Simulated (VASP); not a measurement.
Here is the system:

```xyz
5
Lattice="4.1590 0.0000 0.0000 0.0000 4.1590 0.0000 0.0000 0.0000 4.1590" Properties=species:S:1:pos:R:3 pbc="T T T"
Ba     0.0000     0.0000     0.0000
Hf     2.0795     2.0795     2.0795
O      2.0795     0.0000     2.0795
O      0.0000     2.0795     2.0795
O      2.0795     2.0795     0.0000
```

The numbers are results of AM05 GGA, VASP's PBE PAW potentials (set 64) (plane waves; VASP), not measurements. Numerical set-up: 520 eV cut-off, Gaussian smearing of 0.050 eV, potentials Ba_sv Hf_pv O.

Unless said otherwise, spin-orbit coupling is left out, though it shifts the bands of the heavy elements here.

Estimate the band gap (along the path) with the smallest direct gap where there is one.

| Quantity | Value |
|---|---|
| band gap (along the path) | 3.51 eV |
| smallest direct gap (along the path) | 3.71 eV |

Total energies compare only between runs with the same potentials, cut-off and functional.

The compound is BaHfO3 in the cubic perovskite structure. It was relaxed first.
